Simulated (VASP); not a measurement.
Write the native input for VASP 6.6.1 that does the following.

```yaml
Task: single point
Functional: PBE
Potentials_or_basis: VASP PAW PBE potentials, release 64 (Sn_d, Te)
Cutoff: 520 eV
k_mesh: 8 × 8 × 1
Occupations: gaussian, width 0.05 eV
Spin: no spin polarisation
Dipole_correction: yes
Further_INCAR_settings: ALGO = Fast; EDIFF = 1e-07; NBANDS = 28
```

The structure of SnTe lies in POSCAR:

```
SnTe
1.0
    4.5346574383      0.0000000000      0.0000000000
    0.0000000000      4.5346574383      0.0000000000
    0.0000000000      0.0000000000     18.2064870250
Sn Te
2 2
Direct
    0.5000000000      0.5000000000      0.4268694089
    0.0000000000      0.0000000000      0.5731458460
    0.0000000000      0.0000000000      0.4121387582
    0.5000000000      0.5000000000      0.5878459869
```

The cell isn't the ideal one: (1 0 0) slab, atoms relaxed.

These files were run (other wordings do the same):

INCAR

```
SYSTEM = SnTe
PREC = Accurate
ENCUT = 520
EDIFF = 1E-7
ISMEAR = 0
SIGMA = 0.05
LREAL = .FALSE.
LASPH = .TRUE.
NELM = 60
ALGO = Fast
ISIF = 2
LWAVE = .FALSE.
LCHARG = .FALSE.
LDIPOL = .TRUE.
IDIPOL = 3
DIPOL = 0.5 0.5 0.500
GGA = PE
NBANDS = 28
```

KPOINTS

```
Automatic mesh
0
G
  8 8 1
  0 0 0
```

Potentials or basis: VASP PAW PBE potentials, release 64 (Sn_d, Te).

The run is started by

```console
$ cat potpaw_PBE.64/Sn_d/POTCAR potpaw_PBE.64/Te/POTCAR > POTCAR
$ mpirun -np 1 vasp_std > vasp.out
```

Results of the run:

```yaml
Largest_force: 0.006 eV/Å
Band_gap_on_the_k_mesh: 0.86 eV, direct
```

Caveat: spin-orbit coupling is left out, which moves the levels of the heavy elements.

Run time: 2.9 min on 1 thread of Intel(R) Xeon(R) 6975P-C (Granite Rapids) (shared host), peak memory 0.51 GiB.
